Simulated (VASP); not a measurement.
```
GaYZn
1.0
    4.34154     0.00000     0.00000
   -2.17077     3.75989     0.00000
    0.00000     0.00000     7.11957
Y Zn Ga
2 2 2
Cartesian
  0.00000   0.00000   0.00000
  0.00000   0.00000   3.55979
  2.17077   1.25329   1.77989
  0.00000   2.50659   5.33968
  2.17077   1.25329   5.33968
  0.00000   2.50659   1.77989
```

These are PBEsol GGA, VASP's PBE PAW potentials (set 64) (plane waves; VASP) values and carry that method's errors. Run with 400 eV cut-off, 9×9×5 Γ-centred mesh, tetrahedra with Blöchl corrections, potentials Y_sv Zn Ga_d.

The cores are frozen, which limits the accuracy of field gradients.

### Question
Give the principal components of the electric field gradient (V/Å²) and the asymmetry η at each nucleus.

### Answer

| atom | Vxx | Vyy | Vzz | η |
|---|---|---|---|---|
| Y1 | 13.7 | 13.7 | -27.3 | 0.00 |
| Y2 | 13.7 | 13.7 | -27.3 | 0.00 |
| Zn3 | -32.1 | -32.1 | 64.2 | 0.00 |
| Zn4 | -32.1 | -32.1 | 64.2 | 0.00 |
| Ga5 | -21.8 | -21.8 | 43.5 | 0.00 |
| Ga6 | -21.8 | -21.8 | 43.5 | 0.00 |

The structure comes from a computed database's YZnGa entry (P6_3/mmc); how it stands against other phases isn't given here. It was relaxed first.
